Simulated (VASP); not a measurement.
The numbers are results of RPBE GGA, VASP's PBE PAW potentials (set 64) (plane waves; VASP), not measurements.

A VASP calculation is set up with these files.

INCAR:
```
! general
SYSTEM =Sc
PREC   =Accurate
ENCUT  =520
LREAL  =.False.
LASPH  =.True.

! electronic loop
EDIFF  =1E-7
NELM   =100
ALGO   =Normal
LMAXMIX=4

! smearing
ISMEAR =1
SIGMA  =0.1

! functional
GGA    =RP

! ions
IBRION =2
NSW    =30
ISIF   =4
EDIFFG =-0.01

! output
LWAVE  =.False.
LCHARG =.False.
```

POSCAR:
```
Sc
1
    1.6970649657    -2.9394026529     0.0000000000
    1.6970649657     2.9394026529     0.0000000000
    0.0000000000     0.0000000000     5.2848826315
Sc
2
Direct
  0.3333330000   0.6666670000   0.2500000000
  0.6666670000   0.3333330000   0.7500000000
```

File KPOINTS:
```
kpoints
0
gamma
 12 12 7
```

POTCAR, in this order: Sc_sv (PBE.64 set). Program: vasp_std.

Task: What will the output report for the number of irreducible k-points (NKPTS), largest plane-wave count, number of space-group operations, FFT grid (NGX, NGY, NGZ)?

Result: 
```
Item                                          Result
--------------------------------------  ------------
number of irreducible k-points (NKPTS)            76
largest plane-wave count                        1437
number of space-group operations                  24
FFT grid (NGX, NGY, NGZ)                28 × 28 × 40
```

The compound is Sc in the hcp structure. This cell is one point of a volume scan, at 1.03 of the reference volume.
